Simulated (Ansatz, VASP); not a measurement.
# Cross-check of SnTe between VASP and Ansatz

Wanted: the spread between two codes on one cell, functional and k mesh. The cell is taken from a series of runs on this material, whose earlier steps may have relaxed, scaled, displaced or heated it; both programs get it as it stands.

Method: plane waves, with VASP 6.6.1 beside it; zone-centre phonons at PBEsol, in Ansatz 0.2.0.

## 1. The starting structure

It takes space group Fm-3m (No. 225, cubic). The conventional cell has a = 6.246 Å, b = 6.246 Å, c = 6.246 Å, α = 90.00°, β = 90.00°, γ = 90.00°. Nearest to Sn lie 6 Te at 3.12 Å. Nearest to Te lie 6 Sn at 3.12 Å. Farther neighbours and most contacts between anions are not listed.

As a file:

```
Sn Te
1.0
     0.00000    3.12303    3.12303
     3.12303    0.00000    3.12303
     3.12303    3.12303    0.00000
Sn Te
1 1
Direct
  0.00000 0.00000 0.00000
  0.50000 0.50000 0.50000
```

## 2. VASP: zone-centre phonons, PBEsol, pair 1

Second derivatives magnify differences that forces hide, and they need a tight electronic threshold.

Lines of VASP's logs that name or quote its potential files are left out, and so is its time.

Contents of INCAR:

```
SYSTEM = SnTe
PREC = Accurate
ENCUT = 500
EDIFF = 1E-08
NELM = 120
ISMEAR = 0
SIGMA = 0.01
LREAL = .FALSE.
ALGO = Normal
GGA = PS
NBANDS = 16
LORBIT = 11
LWAVE = .FALSE.
LCHARG = .FALSE.
ISIF = 2
IBRION = 8
LASPH = .TRUE.
GGA_COMPAT = .FALSE.
EFERMI = MIDGAP
KPAR = 2
```

Contents of POSCAR:

```
SnTe
1.0
    0.0000000000      3.1230288635      3.1230288635
    3.1230288635      0.0000000000      3.1230288635
    3.1230288635      3.1230288635      0.0000000000
Sn Te
1 1
Direct
    0.0000000000      0.0000000000      0.0000000000
    0.5000000000      0.5000000000      0.5000000000
```

Contents of KPOINTS:

```
Automatic mesh
0
Gamma
12 12 12
0 0 0
```

The projector-augmented-wave data sets are Sn_d and Te (PBE family, release 64).

The run is started by

```
$ mpirun -np 2 vasp_std
```

Numbers of over 12 decimals in the logs are rounded to 6 here.

The program printed:

```text
[banner, memory and clock lines left out]
running    2 mpi-ranks, on    1 nodes
 distrk:  each k-point on    1 cores,    2 groups
 distr:  one band on    1 cores,    1 groups

 POSCAR found type information on POSCAR SnTe
 POSCAR found :  2 types and       2 ions
|                                                                             |
|               ----> ADVICE to this user running VASP <----                  |
|                                                                             |
|     You enforced a specific xc type in the INCAR file but a different       |
|     [... a line on the potential file left out ...]
|     I HOPE YOU KNOW WHAT YOU ARE DOING!                                     |
|                                                                             |

 LDA part: xc-table for (Slater+PW92), standard interpolation
 POSCAR, INCAR and KPOINTS ok, starting setup
 FFT: planning ... GRIDC
 FFT: planning ... GRID_SOFT
 FFT: planning ... GRID
 WAVECAR not read
 entering main loop
       N       E                     dE             d eps       ncg     rms          rms(c)
DAV:   1     0.123512153468E+03    0.12351E+03   -0.95289E+03  2344   0.141E+03
DAV:   2     0.171406285581E+01   -0.12180E+03   -0.11918E+03  2560   0.353E+02
DAV:   3    -0.811339324086E+01   -0.98275E+01   -0.97806E+01  2928   0.877E+01
DAV:   4    -0.837342674704E+01   -0.26003E+00   -0.26000E+00  2736   0.157E+01
DAV:   5    -0.838520928331E+01   -0.11783E-01   -0.11782E-01  3336   0.304E+00    0.502E+00
DAV:   6    -0.833780967116E+01    0.47400E-01   -0.10433E-01  3296   0.268E+00    0.314E+00
DAV:   7    -0.833559931668E+01    0.22104E-02   -0.42200E-02  3040   0.136E+00    0.650E-01
DAV:   8    -0.833490525297E+01    0.69406E-03   -0.67294E-03  2896   0.735E-01    0.152E-01
DAV:   9    -0.833497283378E+01   -0.67581E-04   -0.47732E-04  3192   0.209E-01    0.421E-02
DAV:  10    -0.833495720368E+01    0.15630E-04   -0.57050E-05  3048   0.733E-02    0.205E-02
DAV:  11    -0.833495657195E+01    0.63173E-06   -0.20993E-05  3120   0.410E-02    0.179E-02
DAV:  12    -0.833495646061E+01    0.11134E-06   -0.16673E-06  2880   0.119E-02    0.901E-03
DAV:  13    -0.833495628743E+01    0.17318E-06   -0.17280E-07  3048   0.318E-03    0.231E-03
DAV:  14    -0.833495634679E+01   -0.59364E-07   -0.35341E-08  2512   0.261E-03    0.140E-03
DAV:  15    -0.833495633107E+01    0.15718E-07   -0.11067E-08  1808   0.677E-04    0.696E-04
DAV:  16    -0.833495634516E+01   -0.14094E-07   -0.13825E-09  1448   0.276E-04    0.569E-04
DAV:  17    -0.833495635450E+01   -0.93319E-08   -0.27583E-10  1480   0.188E-04
   1 F= -.83349564E+01 E0= -.83349564E+01  d E =-.643544E-58
 Linear response reoptimize wavefunctions to high precision
DAV:   1    -0.833495635587E+01   -0.13788E-08   -0.85548E-11  1536   0.820E-05
DAV:   2    -0.833495635590E+01   -0.22737E-10   -0.18876E-11  1424   0.507E-05
 Linear response DOF=           2
 Linear response progress:
  Degree of freedom:   1/  2
       N       E                     dE             d eps       ncg     rms          rms(c)
RMM:   1    -0.215149502236E+00   -0.21515E+00    0.31272E-01  6313   0.104E+01
RMM:   2    -0.220422203745E+00   -0.52727E-02   -0.11915E-02  9171   0.868E-01    0.823E-02
RMM:   3    -0.220258657431E+00    0.16355E-03   -0.91850E-04 10079   0.243E-01    0.443E-02
RMM:   4    -0.219968006008E+00    0.29065E-03   -0.85034E-05 10094   0.737E-02    0.842E-03
RMM:   5    -0.219960509646E+00    0.74964E-05   -0.78602E-06 10407   0.224E-02    0.364E-03
RMM:   6    -0.219966150027E+00   -0.56404E-05   -0.13135E-06 10196   0.763E-03    0.126E-03
RMM:   7    -0.219965079925E+00    0.10701E-05   -0.40840E-07 10513   0.298E-03    0.727E-04
RMM:   8    -0.219961996992E+00    0.30829E-05    0.41511E-07 10241   0.129E-03    0.194E-04
RMM:   9    -0.219962154846E+00   -0.15785E-06    0.44679E-07 10868   0.582E-04    0.195E-04
RMM:  10    -0.219961725207E+00    0.42964E-06    0.57218E-07 10495   0.296E-04    0.120E-04
RMM:  11    -0.219961504389E+00    0.22082E-06    0.37721E-07 10978   0.155E-04    0.253E-05
RMM:  12    -0.219961384904E+00    0.11949E-06    0.18272E-07 10564   0.918E-05    0.404E-05
RMM:  13    -0.219961323521E+00    0.61383E-07    0.83684E-08 11215   0.522E-05    0.977E-06
RMM:  14    -0.219961300638E+00    0.22883E-07    0.46334E-08 10366   0.333E-05    0.104E-05
RMM:  15    -0.219961247150E+00    0.53488E-07    0.20002E-08  9951   0.265E-05    0.562E-06
RMM:  16    -0.219961257898E+00   -0.10748E-07    0.86372E-09  7926   0.212E-05    0.102E-06
RMM:  17    -0.219961254939E+00    0.29590E-08    0.48086E-09  5745   0.190E-05    0.862E-08
 first order change of Fermi-energy   0.12481E-03
 force on displaced ion       1 direction 1 :  -0.458   0.000   0.000
 Linear response progress:
  Degree of freedom:   2/  2
       N       E                     dE             d eps       ncg     rms          rms(c)
RMM:   1    -0.467221954616E-01   -0.46722E-01    0.66984E-02 11093   0.879E-01
RMM:   2    -0.472230644226E-01   -0.50087E-03   -0.19858E-03  9792   0.219E-01    0.652E-02
RMM:   3    -0.473993324163E-01   -0.17627E-03   -0.15765E-04  9906   0.625E-02    0.482E-02
RMM:   4    -0.476643524128E-01   -0.26502E-03   -0.24075E-05  9789   0.318E-02    0.597E-03
RMM:   5    -0.476731621941E-01   -0.88098E-05   -0.10462E-06 10119   0.753E-03    0.309E-03
RMM:   6    -0.476717991543E-01    0.13630E-05   -0.10183E-07  9813   0.219E-03    0.708E-04
RMM:   7    -0.476708882969E-01    0.91086E-06   -0.24018E-08 10064   0.492E-04    0.135E-04
RMM:   8    -0.476708472630E-01    0.41034E-07   -0.58868E-08  9889   0.164E-04    0.303E-05
RMM:   9    -0.476707653421E-01    0.81921E-07    0.42432E-07 10456   0.580E-05    0.183E-05
RMM:  10    -0.476708244687E-01   -0.59127E-07    0.30519E-07 10993   0.198E-05    0.384E-06
RMM:  11    -0.476708064094E-01    0.18059E-07    0.57697E-08  9884   0.105E-05    0.588E-07
RMM:  12    -0.476708079625E-01   -0.15530E-08    0.10198E-08  7462   0.711E-06    0.352E-07
 first order change of Fermi-energy   0.59549E-04
 force on displaced ion       2 direction 1 :  -0.442   0.000   0.000
 Linear response finished
```

From OUTCAR (step 2):

```text
ion  position               nearest neighbor table
   1  0.000  0.000  0.000-   2 3.12   2 3.12   2 3.12   2 3.12   2 3.12   2 3.12
   2  0.500  0.500  0.500-   1 3.12   1 3.12   1 3.12   1 3.12   1 3.12   1 3.12

  LATTYP: Found a face centered cubic cell.
 ALAT       =     6.2460577270

 Subroutine GETGRP returns: Found 48 space group operations
 (whereof 48 operations were pure point group operations)

The static configuration has the point symmetry O_h .

 Found     72 irreducible k-points:

   k-points           NKPTS =     72   k-points in BZ     NKDIM =     72   number of bands    NBANDS=     16

   dimension x,y,z NGX =    32 NGY =   32 NGZ =   32
   dimension x,y,z NGXF=    64 NGYF=   64 NGZF=   64

   ENCUT  =  500.0 eV  36.75 Ry    6.06 a.u.   8.05  8.05  8.05*2*pi/ulx,y,z

   NELECT =      20.0000    total number of electrons

 k-points in reciprocal lattice and weights: Automatic mesh
   0.00000000  0.00000000  0.00000000       0.001
   0.08333333  0.00000000  0.00000000       0.005
   0.16666667  0.00000000  0.00000000       0.005
   0.25000000  0.00000000  0.00000000       0.005
   0.33333333  0.00000000  0.00000000       0.005
   0.41666667  0.00000000  0.00000000       0.005
   0.50000000  0.00000000  0.00000000       0.002
   0.08333333  0.08333333  0.00000000       0.003
   0.16666667  0.08333333  0.00000000       0.014
[...]
-0.33333333  0.50000000  0.16666667       0.007
  -0.25000000  0.50000000  0.25000000       0.003

 average (electrostatic) potential at core
       1-100.0780       2 -87.4327

  Total        0.3877409      0.3877409      0.3877409     -0.0000000      0.0000000     -0.0000000
  in kB       10.1975116     10.1975116     10.1975116     -0.0000000      0.0000000     -0.0000000
  external PRESSURE =      10.1975116 kB  Pullay stress =       0.0000000 kB

  energy-cutoff  :      500.00
  volume of cell :       60.92
      direct lattice vectors                 reciprocal lattice vectors
     0.000000000  3.123028864  3.123028864    -0.160100986  0.160100986  0.160100986
     3.123028864  0.000000000  3.123028864     0.160100986 -0.160100986  0.160100986
     3.123028864  3.123028864  0.000000000     0.160100986  0.160100986 -0.160100986

 POSITION                                       TOTAL-FORCE (eV/Angst)
 -----------------------------------------------------------------------------------
      0.00000      0.00000      0.00000         0.000000     -0.000000     -0.000000
      3.12303      3.12303      3.12303         0.000000      0.000000      0.000000
 -----------------------------------------------------------------------------------
    total drift:                                0.000000     -0.000000     -0.000000

 Eigenvectors and eigenvalues of the dynamical matrix
 ----------------------------------------------------

   1 f  =    1.337610 THz     8.404453 2PiTHz   44.617873 cm-1     5.531909 meV
             X         Y         Z           dx          dy          dz
      0.000000  0.000000  0.000000    -0.679351   -0.256326   -0.000000
      3.123029  3.123029  3.123029     0.643320    0.242731   -0.000000

   2 f  =    1.337610 THz     8.404453 2PiTHz   44.617873 cm-1     5.531909 meV
             X         Y         Z           dx          dy          dz
      0.000000  0.000000  0.000000     0.000000    0.000000    0.726099
      3.123029  3.123029  3.123029     0.000000   -0.000000   -0.687590

   3 f  =    1.337610 THz     8.404453 2PiTHz   44.617873 cm-1     5.531909 meV
             X         Y         Z           dx          dy          dz
      0.000000  0.000000  0.000000    -0.256326    0.679351    0.000000
      3.123029  3.123029  3.123029     0.242731   -0.643320    0.000000

   4 f/i=    0.012284 THz     0.077185 2PiTHz    0.409761 cm-1     0.050804 meV
             X         Y         Z           dx          dy          dz
      0.000000  0.000000  0.000000     0.113639   -0.501183    0.456816
      3.123029  3.123029  3.123029     0.120004   -0.529253    0.482401

   5 f/i=    0.012284 THz     0.077185 2PiTHz    0.409761 cm-1     0.050804 meV
             X         Y         Z           dx          dy          dz
      0.000000  0.000000  0.000000     0.541367   -0.211899   -0.367151
      3.123029  3.123029  3.123029     0.571687   -0.223766   -0.387714

   6 f/i=    0.012284 THz     0.077185 2PiTHz    0.409761 cm-1     0.050804 meV
             X         Y         Z           dx          dy          dz
      0.000000  0.000000  0.000000     0.408396    0.420350    0.359581
      3.123029  3.123029  3.123029     0.431269    0.443892    0.379720

 ELASTIC MODULI CONTR FROM IONIC RELAXATION (kBar)
 Direction    XX          YY          ZZ          XY          YZ          ZX
 --------------------------------------------------------------------------------
 XX           0.0000      0.0000      0.0000      0.0000      0.0000      0.0000
 YY           0.0000      0.0000      0.0000      0.0000      0.0000      0.0000
 ZZ           0.0000      0.0000      0.0000      0.0000      0.0000      0.0000
 XY           0.0000      0.0000      0.0000      0.0000      0.0000      0.0000
 YZ           0.0000      0.0000      0.0000      0.0000      0.0000      0.0000
 ZX           0.0000      0.0000      0.0000      0.0000      0.0000      0.0000
 --------------------------------------------------------------------------------
```

## 3. Ansatz: zone-centre phonons, PBEsol, pair 1

Ansatz runs on its PAW soft_1 files.

The same cell, functional, mesh and smearing now go to Ansatz, which takes its cutoff from its data sets.

Contents of input.yaml:

```yaml
crystal:
  lattice:
    - [0.0, 3.1230288635, 3.1230288635]
    - [3.1230288635, 0.0, 3.1230288635]
    - [3.1230288635, 3.1230288635, 0.0]
  atoms:
    - { symbol: Sn, position: [0.0, 0.0, 0.0] }
    - { symbol: Te, position: [0.5, 0.5, 0.5] }
kpoints:
  mp_grid: { grid: [12, 12, 12] }
hamiltonian:
  xc: pbesol
  pseudopotentials: { kind: paw, azcp: { folder: soft_1 }, xc_functional: pbe }
scf:
  occupations: { method: gaussian, width: 0.01 }
output:
  eigenvalues: true
phonons:
  method: dfpt
```

The run is started by

```
$ ansatz run input.yaml --threads 4 --pin off --max-ram 10240MiB --backend cpu --events-out ev --progress --plain --runs-dir out
```

The program printed:

```text
Engine: ansatz 0.2.0, x86_64-unknown-linux-gnu
Pseudopotentials: kind: paw
Pseudopotential: Sn, paw, valence charge 14, recommended cutoff 420 eV (normal), soft_1/Sn.paw.azcp
Pseudopotential: Te, paw, valence charge 16, recommended cutoff 420 eV (normal), soft_1/Te.paw.azcp
Functional definition: PBEsol
  exchange = pbesol_x
  correlation = pbesol_c
Crystal: 2 atoms, lattice volume = 60.920 Å³
Basis set: ecut = 420 eV, 1243 PW (Γ), exchange–correlation on 60×60×60 points (8 copies of the dense FFT grid, shifted against one another)
Bands: 19, of which v1, the nominal top of the filled ones, is band 15 counted from 1 (14 counted from 0)
Symmetry: 48 space group operations
k-points: 163 of 1728 (irreducible under 8 space group operations, time reversal used)
Non-local potential: Sn, projectors of the file, l = 0: 2, l = 1: 2, l = 2: 2, l = 3: 1
Non-local potential: Te, projectors of the file, l = 0: 2, l = 1: 2, l = 2: 2, l = 3: 1
PAW form: soft (Blöchl's): semilocal exchange-correlation on the pseudo side does not see the compensation charge
PAW frozen core: Sn, regenerated for the run's functional, and the local potential with it (the file was generated under x = pbe(κ = 0.804, μ = 0.219515), c = pbe(β = 0.066725))
PAW frozen core: Te, regenerated for the run's functional, and the local potential with it (the file was generated under x = pbe(κ = 0.804, μ = 0.219515), c = pbe(β = 0.066725))
PAW one-centre angular grid: Sn, 590 points (default); XC on 64 Gauss nodes
PAW one-centre angular grid: Te, 590 points (default); XC on 64 Gauss nodes
Initial density: superposition of atomic densities (chi_scale 0.1, normalization cell, long waves kept (reshape's long-wave potential 0.00 eV rms))
Initial wavefunctions: pseudopotential atomic-orbital guess
Functional: x = pbesol(κ = 0.804, μ = 0.123457), c = pbesol(β = 0.046)
SCF iter   1: F=—  HF=-12852.007769 eV  |F-HF|=—  |Δ(HF+E_count)|=         —  Δρ=1.08e-2  dr2=6.65e-2  ethr=3.10e-3  ⟨swp⟩=7.6  Hψ=18037  notcnv=0
preconditioner: auto → none  [insulator: Δε(μ)=0.238 eV  Ē_g=8.794 eV  σ=0.010 eV  W_gap=1.00  n_scr=14 (ndim 8)  ℏωp=15.0 eV  f_vac=0.000  D(μ)=0.00/eV (n_scr^D=0)  ε∞_Penn≈3.9]
SCF iter   2: F=—  HF=-12852.003566 eV  |F-HF|=—  |Δ(HF+E_count)|=   4.20e-3  Δρ=5.40e-3  dr2=1.75e-2  ethr=2.22e-4  ⟨swp⟩=2.0  Hψ=5035  notcnv=0
SCF iter   3: F=—  HF=-12852.003874 eV  |F-HF|=—  |Δ(HF+E_count)|=   3.08e-4  Δρ=3.22e-4  dr2=2.83e-5  ethr=5.82e-5  ⟨swp⟩=3.2  Hψ=4990  notcnv=0
SCF iter   4: F=—  HF=-12852.003881 eV  |F-HF|=—  |Δ(HF+E_count)|=   7.40e-6  Δρ=7.09e-5  dr2=1.62e-6  ethr=9.43e-8  ⟨swp⟩=2.0  Hψ=5887  notcnv=0
SCF iter   5: F=—  HF=-12852.003884 eV  |F-HF|=—  |Δ(HF+E_count)|=   2.26e-6  Δρ=2.36e-5  dr2=1.51e-7  ethr=5.41e-9  ⟨swp⟩=2.1  Hψ=4873  notcnv=0
SCF iter   6: F=—  HF=-12852.003884 eV  |F-HF|=—  |Δ(HF+E_count)|=   1.59e-7  Δρ=3.09e-6  dr2=2.45e-9  ethr=5.03e-10  ⟨swp⟩=2.1  Hψ=5268  notcnv=0
SCF iter   7: F=—  HF=-12852.003884 eV  |F-HF|=—  |Δ(HF+E_count)|=   5.00e-9  Δρ=5.42e-7  dr2=7.62e-11  ethr=8.16e-12  ⟨swp⟩=2.0  Hψ=5098  notcnv=0
SCF iter   8: F=-12852.003884 eV  HF=-12852.003884 eV  |F-HF|=5.46e-12  |Δ(HF+E_count)|=  1.73e-10  Δρ=8.64e-8  dr2=2.69e-12  ethr=1.00e-12  ⟨swp⟩=6.8  Hψ=15719  notcnv=0
SCF 1 converged in 8 iterations: F = -12852.003884 eV  dr2 = 2.69e-12
  greatest PAW one-centre occupation: 0.998 electrons in one spin orbital (limit 2), on the Te atom at site 1 (counted from 0), in its partial waves of l = 2
DFPT response loops at Γ: preconditioner auto → Resta (q_TF=auto, 2.424 Å⁻¹)  ε∞=16.5 (no band partly filled); β = 1.00, the filter's whole step (`scf.mixing.beta` (0.50) is not read by the response loops at its default; to damp them type it under 1.00, their step now; it binds the ground state too); Broyden in place of MSR1
SCF converged after 8 iterations
Free energy (F): -12852.003884 eV
Harris-Foulkes:  -12852.003884 eV  (|F-HF|=5.46e-12)
Internal energy: -12852.003884 eV  (E = F + TS)
E sigma→0 (E₀):  -12852.003884 eV
Fermi energy:    10.003146 eV
--- Per-component energies (eV) ---
  E_band       = -345.585550
  E_kinetic    = 339.987464
  E_local      = -2642.977605  (includes V_loc(G=0)·N_el)
  E_nonlocal   = 215.658936
  E_hartree    = 1321.416298
  E_xc         = -246.719381
  E_vxc        = -182.800177  (∫ρ·V_xc dr)
  E_paw        = -8888.477708  (= ΣΔE_a)
  E_vpaw       = -718.287245  (= ΣTr[D̂ρ^β])
  E_aug_tail   = 0.000376  (compensation charges beyond the density's cutoff)
  E_ewald      = -2951.551914
  E_core_change = 0.659651  (= ΣΔE_core)
  E_smearing   = -0.000000  (= −TS)
  E_closure    = 0.000000  (closes the sum)
  Σ components = -12852.003884   (vs F -12852.003884, Δ=0.00e0)
--- Band table (eV; the first three rows and the last of 163) ---
  k-point 0: bands = [... 11 lower, 5.3477, 7.7548, 7.7548, 7.7548, 13.3506, 13.3506, 13.3506, 14.6522]
  k-point 1: bands = [... 11 lower, 4.9585, 7.7643, 7.7643, 8.0425, 12.9919, 12.9919, 13.0070, 14.5812]
  k-point 2: bands = [... 11 lower, 4.1341, 7.7970, 7.7970, 8.5655, 12.2631, 12.2631, 12.3100, 14.6151]
  k-point 162: bands = [... 11 lower, 2.4823, 4.9477, 4.9477, 9.1470, 10.7858, 14.5418, 14.5418, 16.1269]
--- Phonons (Γ-DFPT): 2 representative perturbations + reference, on 163 of 1728 k-points (Σ response iterations 6) ---
  k mesh reduced under 8 symmetry operations, with k and −k counted as one. Each operation leaves every solved perturbation unchanged. A smaller set is not used because it would not reduce the number of displacements times k-points to solve
  ASR residual: 9.842e-5 → 0.000e0 eV/Å²; symmetrization residual: 8.804e-7 eV/Å²
  ASR residual per site (eV/Å²): 9.43e-5 9.84e-5
  Γ frequencies (cm⁻¹): 0.00 0.00 0.00 42.26 42.26 42.26
  non-analytic LO–TO correction: not included (Born effective charges unavailable; polar crystals: no LO–TO splitting at Γ)
```

The column dr2 measures how far the density is from self-consistency, as an energy; F and HF (Harris–Foulkes) agree once it is small.

## 4. Side by side

Known differences besides the potentials themselves: the data sets hold 30 valence electrons in Ansatz (on its PAW soft_1 files) and 20 in VASP; the cutoff is 420 eV in Ansatz and 500 eV in VASP; Ansatz makes its cores anew for this functional, VASP keeps those of its PBE data sets. Total energies have different zeros and are not compared.

Compared:

| quantity | Ansatz | VASP | difference |
| --- | --- | --- | --- |
| optical mode 1 to 3 (cm⁻¹) | 42.3 | 44.6 | -2.4 |

Modes are paired by rising frequency, not by their patterns, so a pair may set unlike modes beside each other; they are those without the splitting of longitudinal modes.

[end of part 1 of 2]

[Lines on the potential files, build, host, timing and source positions are cut from VASP's logs without a mark.]

[Logs are printed without paths, hosts, clocks, repeated set-up lines and the standing remarks that a program may print on its own settings, such as how far it seeks lower states.]

[Hosts, paths, dates, database ids (printed as entryN), source tags and the programs' standing remarks are cut or masked in the printed files.]
